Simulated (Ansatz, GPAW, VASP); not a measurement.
# Code comparison for Sb (R-3m, 2 atoms in the cell)

Self-consistent single point.

```
CELL_PARAMETERS angstrom
      3.89204    -2.11944     0.00000
      3.89204     2.11944     0.00000
      2.73789     0.00000     3.48483
ATOMIC_POSITIONS crystal
  Sb 0.23350 0.23350 0.23350
  Sb 0.76650 0.76650 0.76650
```

Shared settings, as Ansatz (a first-principles code) writes them: kpoints.mp_grid.grid = 8 8 8; scf.occupations.method = fermi_dirac; scf.occupations.width = 0.1 eV. Potentials and cutoffs stand in the table.

```tsv
code	model	pressure (GPa)	largest force (eV/Å)	cutoff
GPAW	LDA (Perdew-Wang 92), GPAW PAW datasets LDA (gpaw-data 1.0.1)	1.31	0.272	550 eV
Ansatz	LDA (PW92), default PAW files made with PBE	1.80	0.297	default
VASP	LDA (PZ), VASP's LDA PAW potentials (set 64)	2.21	0.378	300 eV
```

On Ansatz's run: spin-orbit coupling is off.

The spread over the programs that give each value: pressure within 0.90 GPa; largest force within 0.106 eV/Å.

Ansatz's pressure is given at a fixed set of plane waves, as the other plane-wave codes print theirs; with its correction for the finite basis it is 1.84 GPa. The same LDA comes in different parametrisations, which differ slightly. In the force vectors, VASP (by 0.081) lies more than 0.08 eV/Å from the median of the plane-wave programs.

VASP's run is marked for a possible Pulay error in its stress at this cutoff; no cutoff test was made.

The starting cell has typed, rounded lattice constants, without a prior relaxation at this level. Its lattice was rescaled by a random factor within 2.5 % of one.

Left out of this page: Quantum ESPRESSO, ABINIT, CP2K, Elk, FLEUR and SIESTA (not drawn, or without a comparable value).

Keys are those of Ansatz 0.2.
